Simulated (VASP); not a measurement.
## CaC2BrO6: single point with PBE

Crystal: CaC2BrO6.

```xyz
10
Lattice="4.9022 0.5293 0.2086 0.3489 5.1880 0.2084 -0.4979 0.2450 5.3811" Properties=species:S:1:pos:R:3 pbc="T T T"
Ca    2.1189    3.7409    3.6591
Br    1.2661    1.6339    0.7012
C     4.3849    3.3939    0.6974
C     5.1740    4.2634    6.3267
O     1.0716    4.3670    0.0655
O     5.0273    2.8551    4.0687
O     2.5265    0.8200    3.4059
O     4.2454    4.0751    2.5075
O     0.0712    0.9017    3.1321
O     2.9314    5.6099    1.8583
```

The cell was built by a generator and needn't be a form met in nature.

- Program: VASP 6.6.1
- Task: single point
- Functional: PBE
- Potentials or basis: VASP PAW PBE potentials, release 64 (Ca_sv, Br, C, O)
- Cutoff: 520 eV
- k mesh: 3 × 3 × 3
- Occupations: fermi-dirac, width 0.1 eV
- Spin: no spin polarisation

| Quantity | Value |
| --- | --- |
| Pressure | 1.9 GPa |
| Largest force | 8.259 eV/Å |
| Band gap on the k mesh | none (metal or under the smearing width) |

Forces in eV/Å, atoms in the order of the input:
```
Ca   0.817  0.343 -0.363
Br   0.912 -2.067  1.352
C   -1.007  0.182  3.189
C   -5.997 -3.621  1.047
O    4.595  6.170 -3.003
O   -0.663 -3.514 -3.145
O    0.053 -0.566 -3.015
O    0.846 -0.974 -1.839
O    0.124  3.787  2.120
O    0.321  0.260  3.656
```

Stress tensor (GPa, compression positive):
```
  2.74   0.19  -1.96
  0.19   6.61 -13.18
 -1.96 -13.18  -3.75
```

Levels at points of the mesh, in eV from the Fermi level:
```csv
k point,band 27,band 28,band 29,band 30,band 31,band 32,band 33,band 34,band 35,band 36
"(0.00, 0.00, 0.00)",-1.66,-1.38,-1.22,-0.62,0.28,0.86,1.08,1.41,1.89,2.73
```

Wall time 100 s on 1 thread of Intel(R) Xeon(R) 6975P-C (Granite Rapids) (shared host), peak memory 0.28 GiB.

Caveat: the k mesh is coarse (spacing up to 0.43 Å⁻¹), so the values aren't converged; the standard files for N, O and F lose accuracy on very short bonds; an odd number of electrons without spin polarisation forces a metal; a magnetic or distorted state may lie lower.
